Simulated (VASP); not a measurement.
Input for VASP

**INCAR**
```
ALGO = Normal
EDIFF = 1E-6
EDIFFG = -0.02
ENCUT = 500
GGA = PS
IBRION = 2
ISIF = 3
ISMEAR = 0
LASPH = .TRUE.
LCHARG = .FALSE.
LMAXMIX = 4
LREAL = .FALSE.
LWAVE = .FALSE.
NELM = 100
NSW = 40
PREC = Accurate
PSTRESS = 300
SIGMA = 0.05
SYSTEM = CdS
```

File KPOINTS:
```
Regular mesh
0
Gamma
7 7 4
0 0 0
```

POSCAR:
```
CdS
1.0
  3.5811968497   0.0000000000   0.0000000000
 -1.7905984249   3.1014077180   0.0000000000
  0.0000000000   0.0000000000   6.1411757854
Cd S
2 2
direct
  0.0000000000   0.0000000000   0.0000000000
  0.0000000000   0.0000000000   0.5000000000
  0.3333330000   0.6666670000   0.2500000000
  0.6666670000   0.3333330000   0.7500000000
```

POTCAR, in this order: Cd S (PBE.64 set). Program: vasp_std.

Question: Translate this PBEsol calculation to Quantum ESPRESSO's pw.x.

Answer: One equivalent input (not run):
```
&CONTROL
  calculation = 'vc-relax'
  pseudo_dir = './pseudo'
  outdir = './out'
  tprnfor = .true.
  tstress = .true.
  nstep = 40
  forc_conv_thr = 0.00078
/
&SYSTEM
  ibrav = 0
  nat = 4
  ntyp = 2
  ecutwfc = 102
  occupations = 'smearing'
  smearing = 'gaussian'
  degauss = 0.003675
  input_dft = 'pbesol'
/
&ELECTRONS
  conv_thr = 7.3e-08
  electron_maxstep = 100
/
&IONS
/
&CELL
  press = 300
/
ATOMIC_SPECIES
  Cd 112.414 Cd.upf
  S 32.060 S.upf
CELL_PARAMETERS angstrom
     3.5811968    0.0000000    0.0000000
    -1.7905984    3.1014077    0.0000000
     0.0000000    0.0000000    6.1411758
ATOMIC_POSITIONS crystal
  Cd   0.0000000  0.0000000  0.0000000
  Cd   0.0000000  0.0000000  0.5000000
  S    0.3333330  0.6666670  0.2500000
  S    0.6666670  0.3333330  0.7500000
K_POINTS automatic
  7 7 4 0 0 0
```
Limits of the translation: the potentials are each code's own (VASP's PAW set, PseudoDojo norm-conserving files in pw.x), so ENCUT and ecutwfc are chosen apart and not converted; conv_thr bounds pw.x's estimated SCF error, while EDIFF bounds the energy change between steps; forc_conv_thr acts on force components and is met together with etot_conv_thr.

The structure was generated: CdS was put into the NiAs type type (P6_3/mmc), which need not be its known phase. This run relaxes it under an external pressure of 30 GPa. Symmetry was kept, so distortions that lower it aren't found.
